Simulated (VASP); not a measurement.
Al:

```
Al
1.0
     0.00000    2.02481    2.02481
     2.02481    0.00000    2.02481
     2.02481    2.02481    0.00000
Al
1
Direct
  0.00000 0.00000 0.00000
```

Program: VASP 6.6.1. Alike in all runs: task single point; level PBE; potentials or basis VASP PAW PBE potentials, release 64 (Al); no spin polarisation; cell as given; smearing gaussian 0.1 eV. Hardware: 1 thread of Intel(R) Xeon(R) Platinum 8488C (Sapphire Rapids), on a shared host.

Task: Order these runs on this cell by their wall time, lowest first.
A. k mesh 12 × 12 × 12; cutoff (eV) 700
B. k mesh 12 × 12 × 12; cutoff (eV) 250
C. k mesh 12 × 12 × 12; cutoff (eV) 450
D. k mesh 24 × 24 × 24; cutoff (eV) 520

Result: B (2.1 s), C (4.6 s), A (9.9 s), D (22 s).
